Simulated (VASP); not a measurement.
Given:

```
Be
1.0
    1.13297    -1.96236     0.00000
    1.13297     1.96236     0.00000
    0.00000     0.00000     3.56006
Be
2
Direct
  0.33333   0.66667   0.25000
  0.66667   0.33333   0.75000
```

The numbers are results of TPSS meta-GGA, VASP's PBE PAW potentials (set 64) (plane waves; VASP), not measurements. Run with 520 eV cut-off, 21×21×12 Γ-centred mesh, tetrahedra with Blöchl corrections, potentials Be.

**Question.** Give the energies of bands 1 to 4 at the high-symmetry points, in eV from the Fermi level.

**Answer.** 
```json
[
 {"band": "1", "Γ": "-11.48", "M": "-5.06", "K": "-2.52", "A": "-9.29", "L": "-3.65", "H": "-1.15"},
 {"band": "2", "Γ": "-4.44", "M": "-3.21", "K": "-1.06", "A": "-9.29", "L": "-3.65", "H": "-1.15"},
 {"band": "3", "Γ": "1.05", "M": "3.67", "K": "-1.06", "A": "10.80", "L": "1.49", "H": "0.33"},
 {"band": "4", "Γ": "16.13", "M": "6.47", "K": "6.75", "A": "10.80", "L": "1.49", "H": "0.33"}
]
```

It has no gap at this level: it comes out as a metal or semimetal.

The compound is Be in the hcp structure. It was relaxed first.
